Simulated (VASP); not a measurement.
Here is the system:

```
CELL_PARAMETERS angstrom
      3.43464     0.00000     0.00000
      0.00000     2.22643     2.93741
      0.00000    -2.22643     2.93741
ATOMIC_POSITIONS crystal
  Tm 0.00000 0.99333 0.99333
  Co 0.50000 0.60937 0.60937
  C  0.50000 0.14341 0.45370
  C  0.50000 0.45370 0.14341
```

All values below come from PBEsol GGA, VASP's PBE PAW potentials (set 64) (plane waves; VASP 6.6.1). Numerical set-up: 520 eV cut-off, Gaussian smearing of 0.050 eV, potentials Tm_3 Co C.

The 4f electrons are frozen in the core of the lanthanide potential, so 4f levels, which can set the real gap, and their magnetism are missing.

Q: What does the run give for the band gap (along the path) with the smallest direct gap where there is one?

A: 
- band gap (along the path): none (metal, semimetal or under 0.01 eV)

The structure comes from a computed database's TmCoC2 entry (Amm2); how it stands against other phases isn't given here. It was relaxed first. The run is not spin-polarised, so no magnetic state was tried.
